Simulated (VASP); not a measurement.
TiC (rock salt) relaxed at rising pressure, in one space group throughout; other phases were not tried. The pressures are those reached. Level of theory: LDA (Ceperley-Alder, Perdew-Zunger), VASP's LDA PAW potentials (set 64) (plane waves; VASP).

```tsv
P (GPa)	V (Å³/atom)	k-mesh
-0.19	9.692	15×15×15
4.91	9.523	15×15×15
9.92	9.371	15×15×15
19.77	9.101	15×15×15
29.80	8.862	15×15×15
```

Problem. Fit an equation of state and predict the volume at 44.96 GPa.

Solution. Least squares on the third-order Birch-Murnaghan form, P = (3B0/2)(y⁷ − y⁵)[1 + (3/4)(B′ − 4)(y² − 1)] with y = (V0/V)^(1/3), gives V0 = 9.686 Å³/atom, B0 = 281 GPa and B′ = 4.0, and so 8.549 Å³/atom. The run gave 8.548 Å³/atom, -0.0 % from the fit.

Pressures at which the relaxation failed are left out.

The compound is TiC in the rock salt structure.
